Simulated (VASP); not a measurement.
## HfB: single point with PBE

The system is HfB.

```
Hf B
1.0
     0.00000    2.41688    2.41688
     2.41688    0.00000    2.41688
     2.41688    2.41688    0.00000
Hf B
1 1
Direct
  0.50000 0.50000 0.50000
  0.00000 0.00000 0.00000
```

```yaml
Program: VASP 6.6.1
Task: single point
Functional: PBE
Potentials_or_basis: VASP PAW PBE potentials, release 64 (Hf_pv, B)
Cutoff: 520 eV
k_mesh: 16 × 16 × 16
Occupations: gaussian, width 0.15 eV
Spin: no spin polarisation
Dipole_correction: no
Further_INCAR_settings: ALGO = Fast; EDIFF = 1e-07; NBANDS = 14
```

- Pressure: 0.1 GPa
- Band gap on the k mesh: none (metal or under the smearing width)

Levels at points of the mesh, in eV from the Fermi level:
| k point | band 5 | band 6 | band 7 | band 8 | band 9 | band 10 |
| --- | --- | --- | --- | --- | --- | --- |
| (0.00, 0.00, 0.00) | 2.04 | 2.04 | 2.04 | 3.56 | 3.56 | 3.56 |
| (0.50, 0.00, 0.00) | -4.49 | -1.15 | -1.15 | 5.65 | 5.65 | 6.47 |
| (0.50, 0.50, 0.00) | -1.26 | -0.79 | 1.93 | 1.93 | 5.38 | 6.77 |

Wall time 56 s on 1 thread of Intel(R) Xeon(R) Platinum 8488C (Sapphire Rapids), with other jobs on the host, peak memory 0.19 GiB.

Spin-orbit coupling is left out, which matters for the levels of Hf.
